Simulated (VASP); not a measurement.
An input for Quantum ESPRESSO's pw.x (written as the equivalent of a VASP run, and not itself run):

```
&CONTROL
  calculation = 'vc-relax'
  pseudo_dir = './pseudo'
  outdir = './out'
  tprnfor = .true.
  tstress = .true.
  nstep = 30
  forc_conv_thr = 0.00039
/
&SYSTEM
  ibrav = 0
  nat = 3
  ntyp = 2
  ecutwfc = 70
  occupations = 'smearing'
  smearing = 'gaussian'
  degauss = 0.003675
  input_dft = 'pz'
/
&ELECTRONS
  conv_thr = 7.3e-09
  electron_maxstep = 100
/
&IONS
/
&CELL
  cell_dofree = 'shape'
/
ATOMIC_SPECIES
  Zr 91.224 Zr.upf
  S 32.060 S.upf
CELL_PARAMETERS angstrom
     1.7989621   -3.1158938    0.0000000
     1.7989621    3.1158938    0.0000000
     0.0000000    0.0000000    5.6430716
ATOMIC_POSITIONS crystal
  Zr   0.0000000  0.0000000  0.0000000
  S    0.3333330  0.6666670  0.2571723
  S    0.6666670  0.3333330  0.7428277
K_POINTS automatic
  9 9 5 0 0 0
```

Write the VASP files for the same calculation (LDA).

This is not unique; one that fits is 
File KPOINTS:
```
Automatic mesh
0
gamma
9 9 5
0 0 0
```

### INCAR
```
! general
SYSTEM  = ZrS2
PREC    = Accurate
ENCUT   = 520   ! plane-wave cut-off (eV)
LREAL   = .False.   ! projection in real space or not
LASPH   = .True.   ! aspherical one-centre terms

! electronic loop
EDIFF   = 1E-7
NELM    = 100   ! most electronic steps
ALGO    = Normal   ! blocked Davidson
LMAXMIX = 4   ! l cut-off of mixed one-centre charges

! smearing
ISMEAR  = 0   ! Gaussian
SIGMA   = 0.05   ! width (eV)

! ions
IBRION  = 2
NSW     = 30
ISIF    = 4
EDIFFG  = -0.01

! output
LWAVE   = .False.
LCHARG  = .False.
```

**POSCAR**
```
ZrS2
1
    1.7989621154    -3.1158938059     0.0000000000
    1.7989621154     3.1158938059     0.0000000000
    0.0000000000     0.0000000000     5.6430715801
Zr S
1 2
Direct
  0.0000000000   0.0000000000   0.0000000000
  0.3333330000   0.6666670000   0.2571723450
  0.6666670000   0.3333330000   0.7428276550
```

POTCAR, in this order: Zr_sv S (LDA.64 set). Program: vasp_std.

Limits of the translation: the potentials are each code's own (VASP's PAW set, PseudoDojo norm-conserving files in pw.x), so ENCUT and ecutwfc are chosen apart and not converted; conv_thr bounds pw.x's estimated SCF error, while EDIFF bounds the energy change between steps; forc_conv_thr acts on force components and is met together with etot_conv_thr.

The compound is ZrS2 in the 1T layered structure. This run relaxes it. Symmetry was kept, so distortions that lower it aren't found.
